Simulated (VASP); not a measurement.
Given:

```xyz
2
Lattice="1.7700 -3.0657 0.0000 1.7700 3.0657 0.0000 0.0000 0.0000 5.5500" Properties=species:S:1:pos:R:3 pbc="T T T"
Tm     1.7700     1.0219     1.3875
Tm     1.7700    -1.0219     4.1625
```
Starting moments (μB, in the order of the record's atoms Tm Tm): 2.0 2.0.

Computed with PBE GGA, VASP's PBE PAW potentials (set 64) (plane waves; VASP 6.6.1). Run with 300 eV cut-off, 7×7×4 Γ-centred mesh, Gaussian smearing of 0.050 eV, potentials Tm.

At this cut-off the stress carries a Pulay error, which pulls relaxed volumes low.

Q: Give the stress tensor in GPa (positive for a compressed cell).

A: 
```
0.44  0.00  0.00
0.00  0.44  0.00
0.00  0.00  2.02
```
The pressure is its mean diagonal, 0.97 GPa.

The structure is a typed Tm crystal (P6_3/mmc). The cell was not relaxed at this level.
